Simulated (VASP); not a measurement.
Energy against volume of LiF (rock salt). All values below come from AM05 GGA, VASP's PBE PAW potentials (set 64) (plane waves; VASP 6.6.1).

```csv
V (Å³/atom),E (eV/atom)
7.702,-4.78528
7.948,-4.79182
8.194,-4.79460
8.439,-4.79415
8.685,-4.79098
```

### Question
Fit a third-order Birch-Murnaghan equation of state.

### Answer

| Quantity | Result |
|---|---|
| volume per atom | 8.28 Å^3/atom |
| bulk modulus | 66.4 GPa |
| pressure derivative of the bulk modulus | 4.46 |
| lattice constant a | 4.046 Å |

The compound is LiF in the rock salt structure. It was relaxed first.
